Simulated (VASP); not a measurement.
An input for Ansatz (written as the equivalent of a VASP run, and not itself run):

Ansatz 0.2 input:
```yaml
crystal:
  lattice:
    - [4.5879180, 0.0000000, 0.0000000]
    - [0.0000000, 4.5378690, 0.0000000]
    - [0.0000000, 0.0000000, 4.5305140]
  atoms:
    - { symbol: Cs, position: [0.0000000, 0.0000000, 0.0000000] }
    - { symbol: I, position: [0.5155000, 0.5000000, 0.5000000] }
kpoints:
  mp_grid: { grid: [5, 5, 5] }
hamiltonian:
  xc: pbe
  pseudopotentials: { kind: paw }
scf:
  occupations: { method: gaussian, width: 0.05 }
  max_iter: 100
output: { forces: true, stress: true, eigenvalues: true }
```

Task: Translate this input to VASP (INCAR, KPOINTS, POSCAR, choice of POTCAR).

Result: Several could match; the one computed here: 
### POSCAR
```
CsI
1
    4.5879180000     0.0000000000     0.0000000000
    0.0000000000     4.5378690000     0.0000000000
    0.0000000000     0.0000000000     4.5305140000
Cs I
1 1
Direct
  0.0000000000   0.0000000000   0.0000000000
  0.5155000000   0.5000000000   0.5000000000
```

### KPOINTS
```
kpoints
0
Gamma
 5 5 5
```

### INCAR
```
SYSTEM = CsI
PREC = Accurate
ENCUT = 400
EDIFF = 1E-6
NELM = 100
ALGO = Normal
LREAL = .FALSE.
LASPH = .TRUE.
ISMEAR = 0
SIGMA = 0.05
GGA = PE
LMAXMIX = 4
LWAVE = .FALSE.
LCHARG = .FALSE.
ISIF = 2
NBANDS = 16
```

POTCAR, in this order: Cs_sv I (PBE.64 set). Program: vasp_std.

Limits of the translation: each code has its own PAW files, so the cut-off isn't converted (ENCUT is set for VASP's; basis.ecutwfc is left out, and Ansatz then takes the one that its files recommend); Ansatz stops its SCF on the density residual and VASP on the energy change (EDIFF); the number of bands isn't carried over, since the valence differs with the files.

The compound is CsI in the CsCl type structure. The cell was not relaxed at this level, atoms are displaced from their ideal sites. The run is one of a series of settings (NBANDS = 16 against the base run), some of them coarse on purpose.
